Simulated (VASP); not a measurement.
Energy against volume of ZrO$_{2}$ (fluorite). Level of theory: PBEsol GGA, VASP's PBE PAW potentials (set 64) (plane waves; VASP 6.6.1). Settings: 520 eV cut-off, 8×8×8 Γ-centred mesh, Gaussian smearing of 0.050 eV, potentials Zr_sv O.

| V (Å³/atom) | E (eV/atom) |
|---|---|
| 10.193 | -9.93933 |
| 10.518 | -9.96618 |
| 10.843 | -9.97486 |
| 11.169 | -9.96797 |

Question: Fit these four points and predict the energy of the run at 11.494 Å³/atom.

Answer: A cubic in V^(−2/3), the third-order Birch-Murnaghan form, passes through the four points with V0 = 10.85 Å³/atom and B0 = 254 GPa, and gives -9.9478 eV/atom there. The run gave -9.9478 eV/atom, -0.0 meV/atom from the fit; all five points give B0 = 254 GPa.

The compound is ZrO2 in the fluorite structure, the high-temperature cubic form, which is unstable at 0 K; the monoclinic form is the stable one. It was relaxed first.
